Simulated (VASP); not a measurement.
Mg (hcp) relaxed at rising pressure, in one space group throughout; other phases were not tried. The pressures are those reached. Calculation: PBEsol GGA, VASP's PBE PAW potentials (set 64) (plane waves; VASP 6.6.1).

```json
[
 {"P (GPa)": "-0.03", "V (Å³/atom)": "22.500", "k-mesh": "13×13×7"},
 {"P (GPa)": "4.98", "V (Å³/atom)": "20.208", "k-mesh": "14×14×8"},
 {"P (GPa)": "10.02", "V (Å³/atom)": "18.709", "k-mesh": "14×14×8"},
 {"P (GPa)": "20.04", "V (Å³/atom)": "16.727", "k-mesh": "15×15×8"},
 {"P (GPa)": "30.00", "V (Å³/atom)": "15.417", "k-mesh": "15×15×8"}
]
```

A change of mesh leaves a small step in the series.

Fit an equation of state and predict the volume at 44.97 GPa.

Least squares on the third-order Birch-Murnaghan form, P = (3B0/2)(y⁷ − y⁵)[1 + (3/4)(B′ − 4)(y² − 1)] with y = (V0/V)^(1/3), gives V0 = 22.480 Å³/atom, B0 = 38 GPa and B′ = 3.9, and so 14.039 Å³/atom. The run gave 14.036 Å³/atom, -0.0 % from the fit.

Pressures at which the relaxation failed are left out.

The compound is Mg in the hcp structure.
